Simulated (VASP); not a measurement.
Crystal: CoSi2.

```
Co Si
1.0
     0.00000    2.66000    2.66000
     2.66000    0.00000    2.66000
     2.66000    2.66000    0.00000
Co Si
1 2
Cartesian
  0.0000 0.0000 0.0000
  1.3300 1.3300 1.3300
  3.9900 3.9900 3.9900
```

The cell was built by a generator and needn't be a form met in nature.

| Item | Value |
| --- | --- |
| Program | VASP 6.6.1 |
| Task | relaxation of cell and atoms |
| Functional | LDA |
| Potentials or basis | VASP PAW LDA potentials, release 64 (Co, Si) |
| Cutoff | 600 eV |
| k mesh | 14 × 14 × 14 |
| Occupations | methfessel-paxton, width 0.1 eV |
| Spin | no spin polarisation |

At the start: pressure -5.0 GPa; volume 12.55 Å³/atom.

Question: Where does the relaxation end?

Answer: Over 3 steps the energy falls by 4.8 meV/atom and the volume is 12.24 Å³/atom (-2.4 %); space group Fm-3m (No. 225, to 0.05 Å).

Step by step:
```csv
step,energy change (eV),largest force (eV/Å),pressure (GPa),volume (Å³)
1,0.0000,0.0000,-4.99,37.64
2,0.0105,0.0000,7.01,35.55
3,-0.0143,0.0000,-0.06,36.73
```

Final structure:
```
Co Si
1.0
     0.00000    2.63830    2.63830
     2.63830    0.00000    2.63830
     2.63830    2.63830    0.00000
Co Si
1 2
Cartesian
  0.0000 0.0000 0.0000
  1.3191 1.3191 1.3191
  3.9574 3.9574 3.9574
```
